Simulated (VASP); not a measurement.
A convergence study with VASP on Pt (fcc): one setting is varied, all else stays as given below, so the limit is that of these other settings.

```
Pt
1.0
    0.00000     1.96000     1.96000
    1.96000     0.00000     1.96000
    1.96000     1.96000     0.00000
Pt
1
Cartesian
  0.00000   0.00000   0.00000
```

Level of theory: PBEsol GGA, VASP's PBE PAW potentials (set 64) (plane waves; VASP 6.6.1). The tightest run used: 550 eV cut-off, 26×26×26 Γ-centred mesh, first-order Methfessel-Paxton smearing of 0.10 eV, potentials Pt.

```tsv
setting	E (eV/atom)	pressure (GPa)	irreducible k-points
1×1×1 mesh	-16.9788	-78.40	1
2×2×2 mesh	-2.3228	67.21	3
3×3×3 mesh	-6.3239	8.16	4
4×4×4 mesh	-7.0719	-2.54	8
5×5×5 mesh	-6.6493	4.15	10
6×6×6 mesh	-7.0754	-3.59	16
8×8×8 mesh	-6.9514	-1.56	29
```

Task: These are the cheaper rows. Estimate the results at 26×26×26 mesh, and how far the last row shown lies from them.

Result: 
```json
[
 {"quantity": "E (eV/atom)", "tightest run": "-6.9624", "last row shown is off by": "0.0111"},
 {"quantity": "pressure (GPa)", "tightest run": "-0.94", "last row shown is off by": "-0.61"}
]
```

Left out are rungs that failed or repeat a setting and relaxations that didn't move; long series are thinned to 24 rows.

The compound is Pt in the fcc structure. The cell was not relaxed at this level.
